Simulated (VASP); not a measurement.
Calculation: PBE GGA with D3 dispersion (zero damping), VASP's PBE PAW potentials (set 64) (plane waves; VASP 6.6.1).

Input for VASP

### INCAR
```
ALGO=Normal
EDIFF=1E-7
ENCUT=520
GGA=PE
ISIF=2
ISMEAR=1
IVDW=11
LASPH=T
LCHARG=F
LMAXMIX=4
LREAL=F
LWAVE=F
NELM=100
PREC=Accurate
SIGMA=0.1
SYSTEM=CoSi2
```

File POSCAR:
```
CoSi2
1.0
  0.0000000000   2.6586066172   2.6586066172
  2.6586066172   0.0000000000   2.6586066172
  2.6586066172   2.6586066172   0.0000000000
Co Si
1 2
direct
  0.0000000000   0.0000000000   0.0000000000
  0.2500000000   0.2500000000   0.2500000000
  0.7500000000   0.7500000000   0.7500000000
```

File KPOINTS:
```
Automatic mesh
0
Gamma
10 10 10
0 0 0
```

POTCAR, in this order: Co Si (PBE.64 set). Program: vasp_std.

Output of the run:

File OUTCAR:
```
 ion  position               nearest neighbor table
   1  0.000  0.000  0.000-   3 2.30   3 2.30   3 2.30   2 2.30   3 2.30   2 2.30   2 2.30   2 2.30
  LATTYP: Found a face centered cubic cell.
 ALAT       =     5.3172132344
 Subroutine PRICEL returns:
 Original cell was already a primitive cell.
 Subroutine GETGRP returns: Found 48 space group operations
The static configuration has the point symmetry O_h .
The dynamic configuration has the point symmetry O_h .
 Subroutine INISYM returns: Found 48 space group operations
 Subroutine IBZKPT returns following result:
 Found     47 irreducible k-points:

 Following reciprocal coordinates:
            Coordinates               Weight
  0.000000  0.000000  0.000000      1.000000
  0.100000  0.000000  0.000000      8.000000
  0.200000  0.000000  0.000000      8.000000
  0.300000  0.000000  0.000000      8.000000
  0.400000  0.000000  0.000000      8.000000
  0.500000  0.000000  0.000000      4.000000
  0.100000  0.100000  0.000000      6.000000
  0.200000  0.100000  0.000000     24.000000
  0.300000  0.100000  0.000000     24.000000
  0.400000  0.100000  0.000000     24.000000
  0.500000  0.100000  0.000000     24.000000
 -0.400000  0.100000  0.000000     24.000000
 -0.300000  0.100000  0.000000     24.000000
 -0.200000  0.100000  0.000000     24.000000
 -0.100000  0.100000  0.000000     12.000000
  0.200000  0.200000  0.000000      6.000000
  0.300000  0.200000  0.000000     24.000000
  0.400000  0.200000  0.000000     24.000000
  0.500000  0.200000  0.000000     24.000000
 -0.400000  0.200000  0.000000     24.000000
 -0.300000  0.200000  0.000000     24.000000
 -0.200000  0.200000  0.000000     12.000000
  0.300000  0.300000  0.000000      6.000000
  0.400000  0.300000  0.000000     24.000000
  0.500000  0.300000  0.000000     24.000000
...
```

**OSZICAR**
```
       N       E                     dE             d eps       ncg     rms          rms(c)
DAV:   1     0.721290282343E+02    0.72129E+02   -0.70493E+03  1128   0.134E+03
DAV:   2    -0.161808540062E+02   -0.88310E+02   -0.82341E+02  1132   0.256E+02
DAV:   3    -0.205883378378E+02   -0.44075E+01   -0.42502E+01  1436   0.662E+01
DAV:   4    -0.206920969003E+02   -0.10376E+00   -0.10358E+00  1360   0.982E+00
DAV:   5    -0.206952257802E+02   -0.31289E-02   -0.31281E-02  1544   0.177E+00    0.147E+01
DAV:   6    -0.240244819259E+02   -0.33293E+01   -0.39720E+01  1420   0.135E+02    0.172E+01
DAV:   7    -0.193012802022E+02    0.47232E+01   -0.16629E+01  1508   0.106E+02    0.365E+00
DAV:   8    -0.193164498934E+02   -0.15170E-01   -0.94666E-01  1320   0.802E+00    0.182E+00
DAV:   9    -0.192843195443E+02    0.32130E-01   -0.99293E-02  1452   0.674E+00    0.436E-01
DAV:  10    -0.192844170628E+02   -0.97518E-04   -0.61014E-03  1460   0.970E-01    0.776E-02
DAV:  11    -0.192843445018E+02    0.72561E-04   -0.44006E-04  1668   0.407E-01    0.397E-02
DAV:  12    -0.192843659535E+02   -0.21452E-04   -0.50854E-05  1228   0.747E-02    0.245E-02
DAV:  13    -0.192843663009E+02   -0.34749E-06   -0.28641E-06  1452   0.144E-02    0.422E-03
DAV:  14    -0.192843664587E+02   -0.15772E-06   -0.50643E-07  1312   0.103E-02    0.283E-03
DAV:  15    -0.192843665754E+02   -0.11678E-06   -0.12061E-07   760   0.773E-03    0.675E-04
DAV:  16    -0.192843666370E+02   -0.61530E-07   -0.58634E-08   684   0.187E-03
   1 F= -.20165037E+02 E0= -.20165355E+02  d E =0.955226E-03
```

### OUTCAR
```
------------------------ aborting loop because EDIFF is reached ----------------------------------------
 Edisp (eV)   -0.88067
  FORCE on cell =-STRESS in cart. coord.  units (eV):
  Direction    XX          YY          ZZ          XY          YZ          ZX
  --------------------------------------------------------------------------------------
  Total       0.01023     0.01023     0.01023    -0.00000     0.00000    -0.00000
  in kB       0.43590     0.43590     0.43590    -0.00000     0.00000    -0.00000
  external pressure =        0.44 kB  Pullay stress =        0.00 kB
  volume of cell :       37.58
      direct lattice vectors                 reciprocal lattice vectors
     0.000000000  2.658606617  2.658606617    -0.188068440  0.188068440  0.188068440
     2.658606617  0.000000000  2.658606617     0.188068440 -0.188068440  0.188068440
     2.658606617  2.658606617  0.000000000     0.188068440  0.188068440 -0.188068440
 POSITION                                       TOTAL-FORCE (eV/Angst)
 -----------------------------------------------------------------------------------
      0.00000      0.00000      0.00000         0.000000     -0.000000      0.000000
      1.32930      1.32930      1.32930         0.000000      0.000000     -0.000000
      3.98791      3.98791      3.98791        -0.000000      0.000000     -0.000000
 -----------------------------------------------------------------------------------
    total drift:                               -0.000000     -0.000000      0.000000
  FREE ENERGIE OF THE ION-ELECTRON SYSTEM (eV)
  ---------------------------------------------------
  free  energy   TOTEN  =       -20.1650370126 eV

  energy  without entropy=      -20.1659922390  energy(sigma->0) =      -20.16535542
```
(Selected blocks of OUTCAR.)

### OUTCAR
```
 val. band max:       10.3214244438   @ k =   0.4000   0.0000   0.0000

 cond. band min:      10.4030854695   @ k =  -0.2000   0.3000   0.1000


 Fermi energy:        10.3665478626

 k-point     1 :       0.0000    0.0000    0.0000
  band No.  band energies     occupation
      1      -2.9046      2.00000
      2       6.2114      2.00000
      3       6.2114      2.00000
      4       6.2114      2.00000
      5       8.4056      2.00000
      6       8.4056      2.00000
      7      11.3655     -0.00000
      8      13.8448      0.00000
      9      13.8448      0.00000
     10      13.8827      0.00000
     11      13.8827      0.00000
     12      13.8827      0.00000

 k-point     2 :       0.1000    0.0000    0.0000
  band No.  band energies     occupation
      1      -2.7502      2.00000
      2       5.8491      2.00000
      3       6.2661      2.00000
      4       6.2661      2.00000
      5       8.3602      2.00000
      6       8.3602      2.00000
      7      11.3446     -0.00000
      8      12.2897     -0.00000
      9      12.9562      0.00000
     10      12.9562      0.00000
     11      14.7915      0.00000
     12      14.7915      0.00000

 k-point     3 :       0.2000    0.0000    0.0000
  band No.  band energies     occupation
      1      -2.2915      2.00000
      2       4.9065      2.00000
      3       6.4094      2.00000
      4       6.4094      2.00000
      5       8.2778      2.00000
      6       8.2778      2.00000
      7      10.1154      2.00220
      8      12.0607     -0.00000
      9      12.0607     -0.00000
     10      12.5328      0.00000
     11      14.6254      0.00000
     12      14.6254      0.00000

 k-point     4 :       0.3000    0.0000    0.0000
  band No.  band energies     occupation
      1      -1.5423      2.00000
      2       3.6131      2.00000
      3       6.5743      2.00000
      4       6.5743      2.00000
      5       8.2886      2.00000
      6       8.2886      2.00000
...
```

The compound is CoSi2 in the fluorite structure. It was relaxed first. The run is not spin-polarised, so no magnetic state was tried. The electron count is odd and the run is not spin-polarised, which forces a metal.
